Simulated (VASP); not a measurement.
A convergence study with VASP on ZrB$_{2}$ (AlB2 type): one setting is varied, all else stays as given below, so the limit is that of these other settings. Each run relaxes cell and ions from the cell shown. The basis is that of the starting cell, so low cut-offs carry a Pulay error.

```yaml
crystal:
  lattice:
    - [1.58500, -2.74530, 0.00000]
    - [1.58500, 2.74530, 0.00000]
    - [0.00000, 0.00000, 3.53000]
  atoms:
    - { symbol: Zr, position: [0.00000, 0.00000, 0.00000] }
    - { symbol: B, position: [0.33333, 0.66667, 0.50000] }
    - { symbol: B, position: [0.66667, 0.33333, 0.50000] }
```

The numbers are results of PBE GGA, VASP's PBE PAW potentials (set 64) (plane waves; VASP 6.6.1), not measurements. The tightest run used: 800 eV cut-off, 9×9×8 Γ-centred mesh, first-order Methfessel-Paxton smearing of 0.10 eV, potentials Zr_sv B.

**Question.** The settings run are ENCUT = 250; ENCUT = 300; ENCUT = 350; ENCUT = 400; ENCUT = 450; ENCUT = 500; ENCUT = 550; ENCUT = 600; ENCUT = 650; ENCUT = 700; ENCUT = 750; ENCUT = 800. From which on does the relaxed volume stay within 0.05 Å³/atom of the tightest run?

**Answer.** From ENCUT = 350 on: it is off by 0.032 there and by no more than 0.05 in any finer run, while ENCUT = 300 is off by 0.072.
| setting | relaxed volume (Å³/atom) | E (eV/atom) | plane waves | difference judged (Å³/atom) |
|---|---|---|---|---|
| ENCUT = 250 | 10.141 | -8.2822 | 287 | 0.152 |
| ENCUT = 300 | 10.221 | -8.3119 | 376 | 0.072 |
| ENCUT = 350 | 10.262 | -8.3203 | 468 | 0.032 |
| ENCUT = 400 | 10.287 | -8.3217 | 573 | 0.007 |
| ENCUT = 450 | 10.295 | -8.3220 | 684 | 0.001 |
| ENCUT = 500 | 10.292 | -8.3221 | 789 | 0.002 |
| ENCUT = 550 | 10.290 | -8.3224 | 921 | 0.004 |
| ENCUT = 600 | 10.291 | -8.3228 | 1046 | 0.003 |
| ENCUT = 650 | 10.292 | -8.3232 | 1202 | 0.002 |
| ENCUT = 700 | 10.293 | -8.3233 | 1314 | 0.000 |
| ENCUT = 750 | 10.294 | -8.3234 | 1452 | 0.000 |
| ENCUT = 800 | 10.294 | -8.3234 | 1605 | 0.000 |

Left out are rungs that failed or repeat a setting and relaxations that didn't move; long series are thinned to 24 rows.

The compound is ZrB2 in the AlB2 type structure.
